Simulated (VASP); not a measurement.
Calculation: r2SCAN meta-GGA, VASP's PBE PAW potentials (set 64) (plane waves; VASP).

Input for VASP

INCAR:
```
ALGO=Normal
DIPOL=0.5 0.5 0.5
EDIFF=1E-5
EDIFFG=-0.03
ENCUT=400
IBRION=2
IDIPOL=3
ISIF=2
ISMEAR=1
LASPH=.TRUE.
LCHARG=.FALSE.
LDIPOL=.TRUE.
LMAXMIX=4
LMIXTAU=.TRUE.
LREAL=.FALSE.
LWAVE=.TRUE.
METAGGA=R2SCAN
NELM=100
NELMIN=4
NSW=50
PREC=Normal
SIGMA=0.1
SYSTEM=Cs(100) slab
```

File KPOINTS:
```
Automatic mesh
0
Gamma
5 5 1
```

### POSCAR
```
Cs(100) slab
1
    6.2675648548     0.0000000000    -0.0000000000
    0.0000000000     6.2675648548    -0.0000000000
    0.0000000000    -0.0000000000    27.9471744345
Cs
4
Direct
  0.5000000000   0.0000000000   0.3318010000
  0.0000000000   0.5000000000   0.4439340000
  0.5000000000   0.0000000000   0.5560660000
  0.0000000000   0.5000000000   0.6681990000
```

POTCAR, in this order: Cs_sv (PBE.64 set). Program: vasp_std.

Question: What will the output report for the number of irreducible k-points (NKPTS), largest plane-wave count, number of space-group operations, FFT grid (NGX, NGY, NGZ)?

Answer: 
| Quantity | Result |
|---|---|
| number of irreducible k-points (NKPTS) | 6 |
| largest plane-wave count | 19978 |
| number of space-group operations | 16 |
| FFT grid (NGX, NGY, NGZ) | 32 × 32 × 140 |

The cell is a thin slab with vacuum, built from Cs (bcc): (100) face.
